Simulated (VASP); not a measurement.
An input for Ansatz (written as the equivalent of a VASP run, and not itself run):

Ansatz 0.2 input:
```yaml
crystal:
  lattice:
    - [1.7640000, -3.0553380, 0.0000000]
    - [1.7640000, 3.0553380, 0.0000000]
    - [0.0000000, 0.0000000, 5.5762000]
  atoms:
    - { symbol: Tb, position: [0.3333330, 0.6666670, 0.2500000], spin: 6 }
    - { symbol: Tb, position: [0.6666670, 0.3333330, 0.7500000], spin: 6 }
kpoints:
  mp_grid: { grid: [8, 8, 4] }
hamiltonian:
  xc: pbe
  pseudopotentials: { kind: paw }
magnetization: { spin_polarized: true }
scf:
  occupations: { method: fermi_dirac, width: 0.1 }
  max_iter: 100
output: { forces: true, stress: true, eigenvalues: true }
```

Translate this input to VASP (INCAR, KPOINTS, POSCAR, choice of POTCAR).

Several could match; the one computed here: 
**INCAR**
```
! general
SYSTEM  = Tb
PREC    = Accurate
ENCUT   = 300
LREAL   = F
LASPH   = T

! electronic loop
EDIFF   = 1E-6
NELM    = 100
ALGO    = Normal
LMAXMIX = 6

! smearing
ISMEAR  = -1
SIGMA   = 0.1

! functional
GGA     = PE

! spin
ISPIN   = 2
MAGMOM  = 2*6.0

! ions
ISIF    = 2

! output
LWAVE   = F
LCHARG  = F
LORBIT  = 11
```

### POSCAR
```
Tb
1
    1.7640000000    -3.0553380000     0.0000000000
    1.7640000000     3.0553380000     0.0000000000
    0.0000000000     0.0000000000     5.5762000000
Tb
2
Direct
  0.3333330000   0.6666670000   0.2500000000
  0.6666670000   0.3333330000   0.7500000000
```

**KPOINTS**
```
Automatic mesh
0
Gamma
8 8 4
0 0 0
```

POTCAR, in this order: Tb (PBE.64 set). Program: vasp_std.

The two are equivalent in intent, not identical: each code has its own PAW files, so the cut-off isn't converted (ENCUT is set for VASP's; basis.ecutwfc is left out, and Ansatz then takes the one that its files recommend); Ansatz stops its SCF on the density residual and VASP on the energy change (EDIFF).

The structure is a typed Tb crystal (P6_3/mmc). The cell was not relaxed at this level, and its volume differs by -5.9 % from the start's.
